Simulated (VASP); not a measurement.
```yaml
crystal:
  lattice:
    - [0.00000, 3.47565, 3.47565]
    - [3.47565, 0.00000, 3.47565]
    - [3.47565, 3.47565, 0.00000]
  atoms:
    - { symbol: K, position: [0.00000, 0.00000, 0.00000] }
    - { symbol: I, position: [0.50000, 0.50000, 0.50000] }
```

Level of theory: optB86b-vdW, VASP's PBE PAW potentials (set 64) (plane waves; VASP). Numerical set-up: 520 eV cut-off, 7×7×7 Γ-centred mesh, Gaussian smearing of 0.050 eV, potentials K_sv I.

Q: The job: KI (rock salt), 2 atoms, optB86b-vdW, static run, 520 eV, 7×7×7 Γ-centred mesh. Roughly how much core time does it take on a busy server core?

A: About 70 core-seconds (one run on a shared machine, a rough figure). It had 20 irreducible k-points, 12 bands, up to 2281 plane waves and 15 electronic steps.

The compound is KI in the rock salt structure. This cell is one point of a volume scan, at 0.97 of the reference volume.
